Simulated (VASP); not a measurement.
Output of a VASP run:

File OUTCAR:
```
 ion  position               nearest neighbor table
   1  0.667  0.333  0.500-   4 1.60   4 1.60   4 1.60   3 1.61
   2  0.333  0.667  0.000-   3 1.60   3 1.60   3 1.60   4 1.61
   3  0.667  0.333  0.875-   2 1.60   2 1.60   2 1.60   1 1.61
   4  0.333  0.667  0.375-   1 1.60   1 1.60   1 1.60   2 1.61
  LATTYP: Found a hexagonal cell.
 ALAT       =     2.6009999348
 C/A-ratio  =     1.6549020022
 Subroutine PRICEL returns:
 Original cell was already a primitive cell.
 Subroutine GETGRP returns: Found 12 space group operations
The static configuration has the point symmetry C_3v.
 The point group associated with its full space group is C_6v.
The dynamic configuration has the point symmetry C_3v.
 Subroutine INISYM returns: Found 12 space group operations
 Subroutine IBZKPT returns following result:
 Found     36 irreducible k-points:

 Following reciprocal coordinates:
            Coordinates               Weight
  0.000000  0.000000  0.000000      1.000000
  0.111111 -0.000000  0.000000      6.000000
  0.222222 -0.000000  0.000000      6.000000
  0.333333  0.000000  0.000000      6.000000
  0.444444 -0.000000  0.000000      6.000000
  0.111111  0.111111  0.000000      6.000000
  0.222222  0.111111  0.000000     12.000000
  0.333333  0.111111  0.000000     12.000000
  0.444444  0.111111  0.000000      6.000000
  0.222222  0.222222  0.000000      6.000000
  0.333333  0.222222  0.000000     12.000000
  0.333333  0.333333  0.000000      2.000000
  0.000000  0.000000  0.200000      2.000000
  0.111111 -0.000000  0.200000     12.000000
  0.222222 -0.000000  0.200000     12.000000
  0.333333  0.000000  0.200000     12.000000
  0.444444 -0.000000  0.200000     12.000000
  0.111111  0.111111  0.200000     12.000000
  0.222222  0.111111  0.200000     24.000000
  0.333333  0.111111  0.200000     24.000000
  0.444444  0.111111  0.200000     12.000000
  0.222222  0.222222  0.200000     12.000000
  0.333333  0.222222  0.200000     24.000000
  0.333333  0.333333  0.200000      4.000000
  0.000000  0.000000  0.400000      2.000000
  0.111111 -0.000000  0.400000     12.000000
  0.222222 -0.000000  0.400000     12.000000
  0.333333  0.000000  0.400000     12.000000
  0.444444 -0.000000  0.400000     12.000000
  0.111111  0.111111  0.400000     12.000000
  0.222222  0.111111  0.400000     24.000000
  0.333333  0.111111  0.400000     24.000000
  0.444444  0.111111  0.400000     12.000000
  0.222222  0.222222  0.400000     12.000000
  0.333333  0.222222  0.400000     24.000000
  0.333333  0.333333  0.400000      4.000000
   k-points           NKPTS =     36   k-points in BZ     NKDIM =     36   number of bands    NBANDS=     12
   number of dos      NEDOS =    301   number of ions     NIONS =      4
   total plane-waves  NPLWV =  12800
   dimension x,y,z NGX =    20 NGY =   20 NGZ =   32
   dimension x,y,z NGXF=    40 NGYF=   40 NGZF=   64
   ions per type =               2   2
   PREC   = accura    normal or accurate (medium, high low for compatibility)
   ISTART =      0    job   : 0-new  1-cont  2-samecut
   ICHARG =      2    charge: 1-file 2-atom 10-const
   ISPIN  =      1    spin polarized calculation?
   LNONCOLLINEAR =      F non collinear calculations
   LSORBIT =      F    spin-orbit coupling
   INIWAV =      1    electr: 0-lowe 1-rand  2-diag
   ENCUT  =  520.0 eV  38.22 Ry    6.18 a.u.   4.84  4.84  8.00*2*pi/ulx,y,z
   NELM   =    100;   NELMIN=  2; NELMDL= -5     # of ELM steps
   EDIFF  = 0.1E-05   stopping-criterion for ELM
   LREAL  =      F    real-space projection
   NLSPLINE    = F    spline interpolate recip. space projectors
   LMAXMIX     =    2 max onsite mixed and CHGCAR
   VOSKOWN=      0    Vosko Wilk Nusair interpolation
   EDIFFG = 0.1E-04   stopping-criterion for IOM
   NSW    =      0    number of steps for IOM
   NBLOCK =      1;   KBLOCK =      1    inner block; outer block
   IBRION =     -1    ionic relax: 0-MD 1-quasi-New 2-CG
...
```

### OSZICAR
```
       N       E                     dE             d eps       ncg     rms          rms(c)
DAV:   1     0.724348765551E+02    0.72435E+02   -0.79318E+03  1284   0.153E+03
DAV:   2    -0.314602019284E+02   -0.10390E+03   -0.92957E+02  1568   0.457E+02
DAV:   3    -0.364276481777E+02   -0.49674E+01   -0.49335E+01  1416   0.118E+02
DAV:   4    -0.364758458432E+02   -0.48198E-01   -0.47920E-01  1364   0.676E+00
DAV:   5    -0.364773694571E+02   -0.15236E-02   -0.15222E-02  1364   0.112E+00    0.104E+01
DAV:   6    -0.348578777175E+02    0.16195E+01   -0.47481E+00  1496   0.229E+01    0.527E+00
DAV:   7    -0.347469605065E+02    0.11092E+00   -0.22378E-01  1400   0.821E+00    0.318E+00
DAV:   8    -0.347242745951E+02    0.22686E-01   -0.76800E-02  1472   0.890E+00    0.312E-01
DAV:   9    -0.347227286300E+02    0.15460E-02   -0.32306E-03  1464   0.174E+00    0.160E-01
DAV:  10    -0.347228734529E+02   -0.14482E-03   -0.37064E-04  1384   0.477E-01    0.248E-02
DAV:  11    -0.347228839230E+02   -0.10470E-04   -0.52033E-05  1288   0.894E-02    0.129E-02
DAV:  12    -0.347228868236E+02   -0.29006E-05   -0.10243E-05  1440   0.404E-02    0.200E-03
DAV:  13    -0.347228869210E+02   -0.97401E-07   -0.11278E-07   816   0.680E-03
   1 F= -.34722887E+02 E0= -.34722887E+02  d E =-.582499E-15
```

### OUTCAR
```
------------------------ aborting loop because EDIFF is reached ----------------------------------------
  FORCE on cell =-STRESS in cart. coord.  units (eV):
  Direction    XX          YY          ZZ          XY          YZ          ZX
  --------------------------------------------------------------------------------------
  Total       -2.7948428     -2.7948426     -2.9071503      0.0000000     -0.0000000      0.0000000
  in kB     -177.5595467   -177.5595348   -184.6945676      0.0000000     -0.0000000      0.0000000
  external PRESSURE =    -179.9378830 kB  Pullay stress =       0.0000000 kB
  volume of cell :       25.22
      direct lattice vectors                 reciprocal lattice vectors
     1.300500000 -2.252532000  0.000000000     0.384467512 -0.221972429  0.000000000
     1.300500000  2.252532000  0.000000000     0.384467512  0.221972429  0.000000000
     0.000000000  0.000000000  4.304400000     0.000000000  0.000000000  0.232320416
  FREE ENERGIE OF THE ION-ELECTRON SYSTEM (eV)
  ---------------------------------------------------
  free  energy   TOTEN  =       -34.7228869210 eV

  energy  without entropy=      -34.7228869210  energy(sigma->0) =      -34.72288692
```
(Selected blocks of OUTCAR.)

### POSCAR
```
BN
1
    1.3005000000    -2.2525320000     0.0000000000
    1.3005000000     2.2525320000     0.0000000000
    0.0000000000     0.0000000000     4.3044000000
B N
2 2
Direct
  0.6666670000   0.3333330000   0.5000000000
  0.3333330000   0.6666670000   0.0000000000
  0.6666670000   0.3333330000   0.8750000000
  0.3333330000   0.6666670000   0.3750000000
```

Reconstruct the remaining input files.

One answer among several that fit: the input of the run itself, PBE GGA, plane waves, VASP's PBE PAW potentials (set 64).

### KPOINTS
```
Automatic mesh
0
Gamma
9 9 5
0 0 0
```

**INCAR**
```
ALGO  =  Normal
EDIFF  =  1E-6
ENCUT  =  520
GGA  =  PE
ISIF  =  2
ISMEAR  =  0
LASPH  =  .True.
LCHARG  =  .False.
LREAL  =  .False.
LWAVE  =  .False.
NELM  =  100
PREC  =  Accurate
SIGMA  =  0.05
SYSTEM  =  BN
```

POTCAR, in this order: B_s N (PBE.64 set). Program: vasp_std.

The compound is BN in the wurtzite structure, a metastable high-pressure form. The cell was not relaxed at this level. The run is one of a series of settings (POTCAR B_s N (PBE.64 set) against the base run), some of them coarse on purpose.
